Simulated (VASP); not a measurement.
Computed with PBEsol GGA, VASP's PBE PAW potentials (set 64) (plane waves; VASP 6.6.1).

VASP input:

KPOINTS:
```
K-points
0
gamma
 14 14 14
0 0 0
```

POSCAR:
```
Al
1.0
  0.0000000000   2.0250000000   2.0250000000
  2.0250000000   0.0000000000   2.0250000000
  2.0250000000   2.0250000000   0.0000000000
Al
1
Cartesian
  0.0000000000   0.0000000000   0.0000000000
```

**INCAR**
```
LCHARG = F
NSW = 60
SIGMA = 0.1   # width (eV)
LREAL = F   # projection in real space or not
ENCUT = 520   # plane-wave cut-off (eV)
EDIFF = 1E-6   # SCF stop (eV)
LASPH = T
NELM = 100   # most electronic steps
EDIFFG = -0.01   # ionic stop
ISIF = 3   # ions, shape and volume
GGA = PS
ALGO = Normal   # blocked Davidson
IBRION = 2   # conjugate gradients
PREC = Accurate
LWAVE = F
SYSTEM = Al
ISMEAR = 1   # Methfessel-Paxton
```

POTCAR, in this order: Al (PBE.64 set). Program: vasp_std.

Output

File OUTCAR:
```
 ion  position               nearest neighbor table
   1  0.000  0.000  0.000-
  LATTYP: Found a face centered cubic cell.
 ALAT       =     4.0500000000
 Subroutine PRICEL returns:
 Original cell was already a primitive cell.
 Subroutine GETGRP returns: Found 48 space group operations
The static configuration has the point symmetry O_h .
The dynamic configuration has the point symmetry O_h .
 Subroutine INISYM returns: Found 48 space group operations
 Subroutine IBZKPT returns following result:
 Found    104 irreducible k-points:

 Following reciprocal coordinates:
            Coordinates               Weight
  0.000000  0.000000  0.000000      1.000000
  0.071429  0.000000  0.000000      8.000000
  0.142857  0.000000  0.000000      8.000000
  0.214286  0.000000  0.000000      8.000000
  0.285714  0.000000  0.000000      8.000000
  0.357143  0.000000  0.000000      8.000000
  0.428571  0.000000  0.000000      8.000000
  0.500000  0.000000  0.000000      4.000000
  0.071429  0.071429  0.000000      6.000000
  0.142857  0.071429  0.000000     24.000000
...
```

OSZICAR:
```
       N       E                     dE             d eps       ncg     rms          rms(c)
DAV:   1    -0.196825182682E+01   -0.19683E+01   -0.91518E+02  1100   0.336E+02
DAV:   2    -0.409326041786E+01   -0.21250E+01   -0.20440E+01  1360   0.320E+01
DAV:   3    -0.411042315498E+01   -0.17163E-01   -0.16842E-01  1375   0.326E+00
DAV:   4    -0.411049125874E+01   -0.68104E-04   -0.67842E-04  1405   0.185E-01
DAV:   5    -0.411049161812E+01   -0.35938E-06   -0.35865E-06  1380   0.122E-02    0.138E+00
DAV:   6    -0.409327048350E+01    0.17221E-01   -0.23399E-03  1275   0.321E-01    0.788E-01
DAV:   7    -0.408165534999E+01    0.11615E-01   -0.63782E-03  1235   0.512E-01    0.165E-01
DAV:   8    -0.408164062171E+01    0.14728E-04   -0.32056E-05  1355   0.588E-02    0.711E-03
DAV:   9    -0.408163988524E+01    0.73647E-06   -0.54048E-07  1280   0.519E-03
   1 F= -.40816399E+01 E0= -.40817767E+01  d E =-.408164E+01
       N       E                     dE             d eps       ncg     rms          rms(c)
DAV:   1    -0.408527361591E+01   -0.36330E-02   -0.55979E-02  1325   0.152E+00    0.208E-01
DAV:   2    -0.408500247627E+01    0.27114E-03   -0.36613E-04  1125   0.163E-01    0.728E-02
DAV:   3    -0.408482772121E+01    0.17476E-03   -0.64209E-05  1335   0.480E-02    0.263E-02
DAV:   4    -0.408481368312E+01    0.14038E-04   -0.77490E-06  1360   0.166E-02    0.161E-02
DAV:   5    -0.408481371954E+01   -0.36424E-07   -0.58840E-08   645   0.257E-03
   2 F= -.40848137E+01 E0= -.40848963E+01  d E =-.317383E-02
       N       E                     dE             d eps       ncg     rms          rms(c)
DAV:   1    -0.408494171332E+01   -0.12803E-03   -0.13197E-03  1325   0.234E-01    0.315E-02
DAV:   2    -0.408493461799E+01    0.70953E-05   -0.86928E-06  1110   0.252E-02    0.113E-02
DAV:   3    -0.408492979880E+01    0.48192E-05   -0.15616E-06  1230   0.745E-03    0.398E-03
DAV:   4    -0.408492927218E+01    0.52662E-06   -0.16333E-07   595   0.245E-03
   3 F= -.40849293E+01 E0= -.40850278E+01  d E =-.328939E-02
```

### OUTCAR
```
------------------------ aborting loop because EDIFF is reached ----------------------------------------
  FORCE on cell =-STRESS in cart. coord.  units (eV):
  Direction    XX          YY          ZZ          XY          YZ          ZX
  --------------------------------------------------------------------------------------
  Total        0.0004198      0.0004198      0.0004198      0.0000000     -0.0000000      0.0000000
  in kB        0.0416652      0.0416652      0.0416652      0.0000000     -0.0000000      0.0000000
  external PRESSURE =       0.0416652 kB  Pullay stress =       0.0000000 kB
  volume of cell :       16.14
      direct lattice vectors                 reciprocal lattice vectors
     0.000000000  2.005977177  2.005977177    -0.249255079  0.249255079  0.249255079
     2.005977177  0.000000000  2.005977177     0.249255079 -0.249255079  0.249255079
     2.005977177  2.005977177  0.000000000     0.249255079  0.249255079 -0.249255079
 POSITION                                       TOTAL-FORCE (eV/Angst)
 -----------------------------------------------------------------------------------
      0.00000      0.00000      0.00000         0.000000      0.000000      0.000000
 -----------------------------------------------------------------------------------
    total drift:                                0.000000     -0.000000     -0.000000
  FREE ENERGIE OF THE ION-ELECTRON SYSTEM (eV)
  ---------------------------------------------------
  free  energy   TOTEN  =        -4.0849292722 eV

  energy  without entropy=       -4.0852247854  energy(sigma->0) =       -4.08502778

 reached required accuracy - stopping structural energy minimisation
```
(Selected blocks of OUTCAR.)

**CONTCAR**
```
Al
   1.00000000000000
     0.0000000000000000    2.0059771768526775    2.0059771768526775
     2.0059771768526775    0.0000000000000000    2.0059771768526775
     2.0059771768526775    2.0059771768526775    0.0000000000000000
  Al
     1
Direct
     0.0000000000000000    0.0000000000000000    0.0000000000000000
```

### OUTCAR
```
 val. band max:        8.1224533140   @ k =  -0.3571   0.4286   0.2143

 cond. band min:       8.1849365303   @ k =   0.5000   0.2857   0.0000


 Fermi energy:         8.1325319014

 k-point     1 :       0.0000    0.0000    0.0000
  band No.  band energies     occupation
      1      -3.1030      2.00000
      2      20.8939      0.00000
      3      20.8939      0.00000
      4      20.8939      0.00000
      5      22.5514      0.00000

 k-point     2 :       0.0714    0.0000    0.0000
  band No.  band energies     occupation
      1      -2.9623      2.00000
      2      18.7693      0.00000
      3      20.4627      0.00000
      4      20.4627      0.00000
      5      23.1588      0.00000

 k-point     3 :       0.1429    0.0000    0.0000
  band No.  band energies     occupation
      1      -2.5412      2.00000
      2      15.8565      0.00000
      3      19.8409      0.00000
      4      19.8409      0.00000
      5      23.0541      0.00000

 k-point     4 :       0.2143    0.0000    0.0000
  band No.  band energies     occupation
      1      -1.8422      2.00000
      2      13.0152      0.00000
      3      19.3774      0.00000
      4      19.3774      0.00000
      5      22.8176      0.00000

 k-point     5 :       0.2857    0.0000    0.0000
  band No.  band energies     occupation
      1      -0.8695      2.00000
      2      10.3450      0.00000
      3      19.1275      0.00000
      4      19.1275      0.00000
      5      22.4820      0.00000

 k-point     6 :       0.3571    0.0000    0.0000
  band No.  band energies     occupation
      1       0.3712      2.00000
      2       7.8814      2.00220
      3      19.1047      0.00000
      4      19.1047      0.00000
      5      21.3514      0.00000

 k-point     7 :       0.4286    0.0000    0.0000
  band No.  band energies     occupation
      1       1.8720      2.00000
      2       5.6436      2.00000
      3      19.3135      0.00000
...
```

Energy and stress use the plane-wave basis of the starting cell.

The compound is Al in the fcc structure. This run relaxes it. Symmetry was kept, so distortions that lower it aren't found.
